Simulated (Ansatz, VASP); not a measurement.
# Zr (Zirconium) in two plane-wave programs, part 2 of 2

Aim: how closely do two programs agree when they are given the same cell, functional and k mesh? The cell is taken from a series of runs on this material, whose earlier steps may have relaxed, scaled, displaced or heated it; both programs get it as it stands.

VASP 6.6.1 and Ansatz 0.2.0.

So far: The structure; Ansatz: zone-centre phonons, PBEsol, pair 1; VASP: zone-centre phonons, PBEsol, pair 1; Comparison.

## (5) VASP: zone-centre phonons, PBEsol, pair 2

Level of this step: PBEsol; plane waves and PAW (Zr_sv) (VASP).

Second derivatives magnify differences that forces hide, and they need a tight electronic threshold. The cell compared in this pair holds 46.58 Å³, against 46.02 Å³ for the pair before.

The input, INCAR:

```
SYSTEM = Zr
PREC = Accurate
ENCUT = 500
EDIFF = 1E-08
NELM = 120
ISMEAR = 1
SIGMA = 0.2
LREAL = .FALSE.
ALGO = Normal
GGA = PS
NBANDS = 18
LASPH = .TRUE.
LORBIT = 11
LWAVE = .FALSE.
LCHARG = .FALSE.
ISIF = 2
IBRION = 8
GGA_COMPAT = .FALSE.
KPAR = 2
```

The input, POSCAR:

```
Zr
1.0
    3.2792040756      0.0000000000      0.0000000000
   -1.6396020378      2.8398740336      0.0000000000
    0.0000000000      0.0000000000      5.0014312869
Zr
2
Direct
    0.3333333333      0.6666666667      0.2500000000
    0.6666666667      0.3333333333      0.7500000000
```

The input, KPOINTS:

```
Automatic mesh
0
Gamma
15 15 8
0 0 0
```

PAW data sets: Zr_sv (PBE family, release 64).

Launch:

```console
mpirun -np 2 vasp_std
```

Numbers of over 12 decimals in the logs are rounded to 6 here.

Log:

```text
[banner, memory and clock lines left out]
running    2 mpi-ranks, on    1 nodes
[...]
[... a notice as in an earlier step ...]

 LDA part: xc-table for (Slater+PW92), standard interpolation
 POSCAR, INCAR and KPOINTS ok, starting setup
[...]
entering main loop
       N       E                     dE             d eps       ncg     rms          rms(c)
DAV:   1     0.210700301903E+03    0.21070E+03   -0.13116E+04  4868   0.129E+03
DAV:   2    -0.330330530245E+01   -0.21400E+03   -0.21070E+03  5740   0.376E+02
DAV:   3    -0.185890667481E+02   -0.15286E+02   -0.15100E+02  8754   0.728E+01
DAV:   4    -0.189620839027E+02   -0.37302E+00   -0.37256E+00  5826   0.119E+01
[...]
DAV:  14    -0.181235299991E+02    0.24188E-07   -0.44621E-09  3072   0.805E-04    0.229E-04
DAV:  15    -0.181235300212E+02   -0.22133E-07   -0.11624E-09  2908   0.385E-04    0.118E-04
DAV:  16    -0.181235300266E+02   -0.53501E-08   -0.50569E-10  2858   0.266E-04
   1 F= -.18123530E+02 E0= -.18124294E+02  d E =0.229145E-02
[...]
RMM:  24    -0.638839730084E+00    0.40228E-07   -0.10904E-07 50146   0.431E-04    0.156E-05
RMM:  25    -0.638839706043E+00    0.24041E-07   -0.92866E-08 52243   0.393E-04    0.105E-05
RMM:  26    -0.638839715078E+00   -0.90353E-08   -0.96571E-08 52355   0.363E-04    0.142E-05
 first order change of Fermi-energy   0.15580E-04
 force on displaced ion       1 direction 1 :  -0.954   0.000   0.000
 Linear response progress:
  Degree of freedom:   2/  2
       N       E                     dE             d eps       ncg     rms          rms(c)
RMM:   1    -0.780560457034E+00   -0.78056E+00    0.29819E+00  7563   0.135E+01
RMM:   2    -0.730254916154E+00    0.50306E-01   -0.26208E-01 11170   0.275E+00    0.255E-01
RMM:   3    -0.733144925383E+00   -0.28900E-02   -0.45035E-02 13690   0.997E-01    0.876E-02
RMM:   4    -0.735925481357E+00   -0.27806E-02   -0.59080E-03 15455   0.361E-01    0.331E-02
[...]
RMM:  21    -0.735989370332E+00   -0.62062E-07   -0.54882E-06 16693   0.525E-04    0.119E-04
RMM:  22    -0.735989267064E+00    0.10327E-06   -0.44252E-06 16715   0.464E-04    0.126E-04
RMM:  23    -0.735989379709E+00   -0.11265E-06   -0.40443E-06 15009   0.421E-04    0.122E-04
 first order change of Fermi-energy  -0.12371E-03
 force on displaced ion       1 direction 3 :   0.000  -0.000  -4.697
 Linear response finished
```

Parts of OUTCAR (step 5):

```text
  Total       -1.3020934     -1.3020934      0.0099647      0.0000000      0.0000000      0.0000000
  in kB      -44.7910138    -44.7910138      0.3427775      0.0000000      0.0000000      0.0000000
  external PRESSURE =     -29.7464167 kB  Pullay stress =       0.0000000 kB

 POSITION                                       TOTAL-FORCE (eV/Angst)
 -----------------------------------------------------------------------------------
     -0.00000      1.89325      1.25036        -0.000000      0.000000      0.000000
      1.63960      0.94662      3.75107         0.000000     -0.000000      0.000000
 -----------------------------------------------------------------------------------
    total drift:                               -0.000000      0.000000     -0.000000

[... 1 part as in an earlier step ...]

[... 1 further part left out ...]
```

## (6) Ansatz: zone-centre phonons, PBEsol, pair 2

The same cell, functional, mesh and smearing now go to Ansatz, which takes its cutoff from its data sets.

The cell is taken from a series of runs on this material, whose earlier steps may have relaxed, scaled, displaced or heated it; both programs get it as it stands.

The input, input.yaml:

```yaml
crystal:
  lattice:
    - [3.2792040756, 0.0, 0.0]
    - [-1.6396020378, 2.8398740336, 0.0]
    - [0.0, 0.0, 5.0014312869]
  atoms:
    - { symbol: Zr, position: [0.3333333333, 0.6666666667, 0.25] }
    - { symbol: Zr, position: [0.6666666667, 0.3333333333, 0.75] }
kpoints:
  mp_grid: { grid: [15, 15, 8] }
hamiltonian:
  xc: pbesol
  pseudopotentials: { kind: paw, azcp: { folder: soft_1 }, xc_functional: pbe }
scf:
  occupations: { method: methfessel_paxton, width: 0.2 }
output:
  eigenvalues: true
phonons:
  method: dfpt
```

Launch:

```console
ansatz run input.yaml --threads 4 --pin off --max-ram 10240MiB --backend cpu --events-out ev --progress --plain --runs-dir out
```

Log:

```text
[...]
Crystal: 2 atoms, lattice volume = 46.576 Å³
Basis set: ecut = 420 eV, 929 PW (Γ), exchange–correlation on 48×48×72 points (8 copies of the dense FFT grid, shifted against one another)
Bands: 16, of which v1, the nominal top of the filled ones, is band 12 counted from 1 (11 counted from 0)
Symmetry: 24 space group operations
k-points: 320 of 1800 (irreducible under 4 space group operations, time reversal used)
[...]
k-point 2: bands = [... 8 lower, 8.7185, 10.7769, 14.3533, 14.3533, 14.5145, 14.7815, 14.9802, 14.9802, ... 4 higher]
  k-point 319: bands = [... 8 lower, 11.5591, 11.5591, 13.2242, 13.2242, 13.8419, 13.8419, 15.6382, 15.6382, ... 4 higher]
[...]
ASR residual: 1.926e-5 → 0.000e0 eV/Å²; symmetrization residual: 1.185e-13 eV/Å²
  ASR residual per site (eV/Å²): 1.93e-5 1.93e-5
  Γ frequencies (cm⁻¹): 0.00 0.00 0.00 74.91 74.91 166.93
[...]
[key lines of the parts left out:]
SCF converged after 8 iterations
Free energy (F): -8257.277233 eV
Fermi energy:    13.876802 eV
```

## (7) Side by side

The two programs side by side:

| quantity | Ansatz | VASP | difference |
| --- | --- | --- | --- |
| optical mode 1 to 2 (cm⁻¹) | 74.9 | 75.4 | -0.66 % |
| optical mode 3 (cm⁻¹) | 166.9 | 167.3 | -0.24 % |

Modes are paired by rising frequency, not by their patterns, so a pair may set unlike modes beside each other; they are those without the splitting of longitudinal modes.

## (8) Results

```yaml
r_m_s_difference_of_the_optical_zone_centre_modes_each_program_s_sorted_by_frequency_zone_centre_phonons_pbesol_pair_1: 2.1 cm⁻¹
difference_in_optical_mode_1_to_2_zone_centre_phonons_pbesol_pair_1: -3.4 %
r_m_s_difference_of_the_optical_zone_centre_modes_each_program_s_sorted_by_frequency_zone_centre_phonons_pbesol_pair_2: 0.47 cm⁻¹
difference_in_optical_mode_1_to_2_zone_centre_phonons_pbesol_pair_2: -0.7 %
```

**Reading.** The r.m.s. difference of the optical zone-centre modes, each program's sorted by frequency is 2.1 cm⁻¹ (zone-centre phonons, PBEsol, pair 1). Among the rows given in per cent, the largest difference of the zone-centre phonons, PBEsol, pair 1 pair is in optical mode 1 to 2, -3.4 %. Among the rows given in per cent, the largest difference of the zone-centre phonons, PBEsol, pair 2 pair is in optical mode 1 to 2, -0.7 %. Such differences can come from data sets, numerical settings and the points named under the comparisons, not from the functional's error against experiment.

[Lines on the potential files, build, host, timing and source positions are cut from VASP's logs without a mark.]

[Logs are printed without paths, hosts, clocks, repeated set-up lines and the standing remarks that a program may print on its own settings, such as how far it seeks lower states.]

[Hosts, paths, dates, database ids (printed as entryN), source tags and the programs' standing remarks are cut or masked in the printed files.]
